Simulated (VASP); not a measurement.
# ScF3: NMR shieldings

What are the shielding tensors of ScF3? The cell has space group R-3c, a computed entry that need not be the common form of this compound. The start is a computed cell from the Materials Project.

Calculated with VASP 6.6.1; LDA; plane waves and PAW (Sc_sv, F), in the first sound run; inputs show where later runs differ.

### Step 1. The starting structure

Symmetry: R-3c, No. 167, trigonal system. Conventional cell: a = 5.703 Å, b = 5.703 Å, c = 13.960 Å, α = 90.00°, β = 90.00°, γ = 120.00°. Sc has 6 F at 2.02 Å nearest. Nearest to F lie 2 Sc at 2.02 Å. Farther neighbours and most contacts between anions are not listed.

As a file:

```cif
data_structure
_symmetry_space_group_name_H-M 'R-3c:H'
_symmetry_Int_Tables_number 167
_cell_length_a 5.7028
_cell_length_b 5.7028
_cell_length_c 13.9601
_cell_angle_alpha 90.000
_cell_angle_beta 90.000
_cell_angle_gamma 120.000
_cell_volume 393.19
loop_
_atom_site_label
_atom_site_type_symbol
_atom_site_symmetry_multiplicity
_atom_site_Wyckoff_symbol
_atom_site_fract_x
_atom_site_fract_y
_atom_site_fract_z
_atom_site_occupancy
Sc1 Sc 6 b 0.33333 0.66667 0.16667 1
F1 F 18 e 0.47658 0.47658 0.25000 1
```

### Step 2. Ground state

The next steps need an insulator, so the gap is checked first.

File INCAR:

```
SYSTEM = ScF3
PREC = Accurate
ENCUT = 520
EDIFF = 1E-07
NELM = 100
ISMEAR = 0
SIGMA = 0.01
LREAL = .FALSE.
ALGO = Normal
GGA = CA
NBANDS = 40
LASPH = .TRUE.
LORBIT = 11
LWAVE = .FALSE.
LCHARG = .FALSE.
KPAR = 4
```

File POSCAR:

```
ScF3
1.0
    2.8514083214      1.6462613620      4.6533578980
   -2.8514083214      1.6462613620      4.6533578980
    0.0000000000     -3.2925227239      4.6533578980
Sc F
2 6
Direct
    0.5000000000      0.5000000000      0.5000000000
    0.0000000000      0.0000000000      0.0000000000
    0.7265845300      0.2500000000      0.7734154700
    0.2500000000      0.7734154700      0.7265845300
    0.7734154700      0.7265845300      0.2500000000
    0.2734154700      0.7500000000      0.2265845300
    0.7500000000      0.2265845300      0.2734154700
    0.2265845300      0.2734154700      0.7500000000
```

File KPOINTS:

```
Automatic mesh
0
Gamma
5 5 5
0 0 0
```

The projector-augmented-wave data sets are Sc_sv and F (PBE family, release 64).

The run is started by

```bash
$ mpirun -np 4 vasp_std
```

The log of the run:

```text
[banner, memory and clock lines left out]
running    4 mpi-ranks, on    1 nodes
 distrk:  each k-point on    1 cores,    4 groups
 distr:  one band on    1 cores,    1 groups

 POSCAR found type information on POSCAR ScF
 POSCAR found :  2 types and       8 ions
|                                                                             |
|               ----> ADVICE to this user running VASP <----                  |
|                                                                             |
|     You enforced a specific xc type in the INCAR file but a different       |
|     [... a line on the potential file left out ...]
|     I HOPE YOU KNOW WHAT YOU ARE DOING!                                     |
|                                                                             |

 LDA part: xc-table for (Slater(with rela. corr.)+CA(PZ))
 , standard interpolation
 POSCAR, INCAR and KPOINTS ok, starting setup
 FFT: planning ... GRIDC
 FFT: planning ... GRID_SOFT
 FFT: planning ... GRID
 WAVECAR not read
 entering main loop
       N       E                     dE             d eps       ncg     rms          rms(c)
DAV:   1     0.110898317398E+04    0.11090E+04   -0.29765E+04  1520   0.163E+03
DAV:   2     0.161759906188E+03   -0.94722E+03   -0.92058E+03  1592   0.545E+02
DAV:   3    -0.553007211827E+02   -0.21706E+03   -0.20797E+03  2344   0.243E+02
DAV:   4    -0.677468378602E+02   -0.12446E+02   -0.12410E+02  2392   0.717E+01
DAV:   5    -0.679227230037E+02   -0.17589E+00   -0.17575E+00  2264   0.108E+01    0.222E+01
DAV:   6    -0.596072557249E+02    0.83155E+01   -0.31293E+01  2480   0.557E+01    0.975E+00
DAV:   7    -0.595438018848E+02    0.63454E-01   -0.33828E+00  2080   0.104E+01    0.572E+00
DAV:   8    -0.594895155421E+02    0.54286E-01   -0.14692E+00  1936   0.732E+00    0.196E+00
DAV:   9    -0.594204421457E+02    0.69073E-01   -0.49660E-01  2504   0.522E+00    0.495E-01
DAV:  10    -0.594232704287E+02   -0.28283E-02   -0.73350E-02  2272   0.272E+00    0.496E-01
DAV:  11    -0.594193671203E+02    0.39033E-02   -0.26481E-02  2304   0.158E+00    0.148E-01
DAV:  12    -0.594193066382E+02    0.60482E-04   -0.14582E-03  2224   0.397E-01    0.175E-02
DAV:  13    -0.594193541928E+02   -0.47555E-04   -0.21352E-04  2344   0.102E-01    0.225E-02
DAV:  14    -0.594193472735E+02    0.69192E-05   -0.28721E-05  2048   0.329E-02    0.781E-03
DAV:  15    -0.594193467822E+02    0.49130E-06   -0.51263E-06  2136   0.174E-02    0.975E-04
DAV:  16    -0.594193468153E+02   -0.33068E-07   -0.18609E-07  1432   0.349E-03
   1 F= -.59419347E+02 E0= -.59419347E+02  d E =-.133836E-31
```

Elapsed: 17 s, on 4 MPI ranks of Intel Xeon 6975P-C (Granite Rapids), shared host; peak memory 0.99 GiB.

The logs omit lines about the potential files and the build; timing stands in the text.

Parts of OUTCAR (step 2):

```text
ion  position               nearest neighbor table
   1  0.500  0.500  0.500-   4 2.02   7 2.02   6 2.02   3 2.02   5 2.02   8 2.02
   2  0.000  0.000  0.000-   3 2.02   6 2.02   4 2.02   7 2.02   5 2.02   8 2.02
   3  0.727  0.250  0.773-   2 2.02   1 2.02
   4  0.250  0.773  0.727-   1 2.02   2 2.02
   5  0.773  0.727  0.250-   1 2.02   2 2.02
   6  0.273  0.750  0.227-   2 2.02   1 2.02
   7  0.750  0.227  0.273-   1 2.02   2 2.02
   8  0.227  0.273  0.750-   1 2.02   2 2.02

  LATTYP: Found a trigonal (rhomboedric) cell.
 ALAT       =     5.7003899528
 COS(alpha) =     0.4995742034

 Subroutine GETGRP returns: Found 12 space group operations
 (whereof  6 operations were pure point group operations)

The static configuration has the point symmetry S_6 .
 The point group associated with its full space group is D_3d.

 Found     19 irreducible k-points:

   k-points           NKPTS =     19   k-points in BZ     NKDIM =     19   number of bands    NBANDS=     40

   dimension x,y,z NGX =    42 NGY =   42 NGZ =   42
   dimension x,y,z NGXF=    84 NGYF=   84 NGZF=   84

   ENCUT  =  520.0 eV  38.22 Ry    6.18 a.u.  10.60 10.60 10.60*2*pi/ulx,y,z

   NELECT =      64.0000    total number of electrons

 k-points in reciprocal lattice and weights: Automatic mesh
   0.00000000  0.00000000  0.00000000       0.008
   0.20000000  0.00000000  0.00000000       0.048
   0.40000000  0.00000000  0.00000000       0.048
   0.20000000  0.20000000  0.00000000       0.048
   0.40000000  0.20000000  0.00000000       0.096
  -0.40000000  0.20000000 -0.00000000       0.096
  -0.20000000  0.20000000  0.00000000       0.048
   0.40000000  0.40000000  0.00000000       0.048
  -0.40000000  0.40000000  0.00000000       0.048
[...]
0.40000000  0.40000000  0.40000000       0.016
  -0.40000000  0.40000000  0.40000000       0.048

 average (electrostatic) potential at core
       1 -50.9883       2 -50.9883       3 -79.5394       4 -79.5394       5 -79.5394
       6 -79.5394       7 -79.5394       8 -79.5394

 E-fermi :  -3.8784

 k-point     1 :       0.0000    0.0000    0.0000
  band No.  band energies     occupation
    ...
     28      -4.4733      2.00000
     29      -4.4635      2.00000
     30      -3.9707      2.00000
     31      -3.9584      2.00000
     32      -3.9584      2.00000
     33       2.1381      0.00000
     34       2.1381      0.00000
     35       2.1383      0.00000
     36       3.6191      0.00000
     37       3.6194      0.00000
    ...

 k-point     2 :       0.2000    0.0000    0.0000
  band No.  band energies     occupation
    ...
     28      -4.5008      2.00000
     29      -4.4583      2.00000
     30      -4.0507      2.00000
     31      -4.0417      2.00000
     32      -4.0137      2.00000
     33       2.2977      0.00000
     34       2.3096      0.00000
     35       2.3096      0.00000
     36       3.5342      0.00000
     37       3.5470      0.00000
    ...

 k-point     3 :       0.4000    0.0000    0.0000
  band No.  band energies     occupation
    ...
     28      -4.4463      2.00000
     29      -4.3262      2.00000
     30      -4.2516      2.00000
     31      -4.2417      2.00000
     32      -4.1539      2.00000
     33       2.6928      0.00000
     34       2.7280      0.00000
     35       2.7287      0.00000
     36       3.1661      0.00000
     37       3.2034      0.00000
    ...

  Total       -3.6315073     -3.6315073     -3.5110706     -0.0000000     -0.0000000      0.0000000
  in kB      -44.3937267    -44.3937267    -42.9214359     -0.0000000     -0.0000000      0.0000000
  external PRESSURE =     -43.9029631 kB  Pullay stress =       0.0000000 kB

  energy-cutoff  :      520.00
  volume of cell :      131.06
      direct lattice vectors                 reciprocal lattice vectors
     2.851408321  1.646261362  4.653357898     0.175351947  0.101239494  0.071632860
    -2.851408321  1.646261362  4.653357898    -0.175351947  0.101239494  0.071632860
     0.000000000 -3.292522724  4.653357898     0.000000000 -0.202478987  0.071632860

 POSITION                                       TOTAL-FORCE (eV/Angst)
 -----------------------------------------------------------------------------------
      0.00000      0.00000      6.98004         0.000000      0.000000      0.000000
      0.00000      0.00000      0.00000         0.000000      0.000000      0.000000
      1.35894     -0.93877      8.14338         0.026205      0.045389      0.000000
     -1.49247     -0.70749      8.14338         0.026205     -0.045389      0.000000
      0.13353      1.64626      8.14338        -0.052411      0.000000     -0.000000
     -1.35894      0.93877      5.81670        -0.026205     -0.045389      0.000000
      1.49247      0.70749      5.81670        -0.026205      0.045389      0.000000
     -0.13353     -1.64626      5.81670         0.052411      0.000000      0.000000
 -----------------------------------------------------------------------------------
    total drift:                                0.000000     -0.000000      0.000000

  FREE ENERGIE OF THE ION-ELECTRON SYSTEM (eV)
  ---------------------------------------------------
  free  energy   TOTEN  =       -59.4193468153 eV

  energy  without entropy=      -59.4193468153  energy(sigma->0) =      -59.41934682

 total charge
# of ion       s       p       d       tot
------------------------------------------
    1        2.195   6.261   0.960   9.416
    2        2.195   6.261   0.960   9.416
    3        1.728   4.362   0.000   6.090
    4        1.728   4.362   0.000   6.090
    5        1.728   4.362   0.000   6.090
    6        1.728   4.362   0.000   6.090
    7        1.728   4.362   0.000   6.090
    8        1.728   4.362   0.000   6.090
--------------------------------------------------
tot         14.756  38.694   1.920  55.370

[... 3 further parts left out ...]
```

The gap is read on the k-mesh alone, so it is an upper bound where the band edges lie off the mesh. The PAW data sets were made with PBE, though LDA sets exist; this is a small mismatch.

Numbers from this step:

```
free energy (TOTEN)            : -59.4193 eV
Fermi energy                   : -3.878 eV
pressure                       : -4.390 GPa
gap on the k-mesh              : 6.097 eV
least direct gap on the k-mesh : 6.097 eV
```

The cell has a gap of 6.10 eV on this mesh and a pressure of -4.4 GPa, which holds the misfit of the given cell and coordinates with this functional, and any error of cutoff, mesh and data sets. Forces of up to 0.052 eV/Å remain in these settings, with PBE data sets under LDA.

[end of part 1 of 3]

[Lines on the potential files, build, host, timing and source positions are cut from VASP's logs without a mark.]

[Logs are printed without paths, hosts, clocks, repeated set-up lines and the standing remarks that a program may print on its own settings, such as how far it seeks lower states.]

[Hosts, paths, dates, database ids (printed as entryN), source tags and the programs' standing remarks are cut or masked in the printed files.]
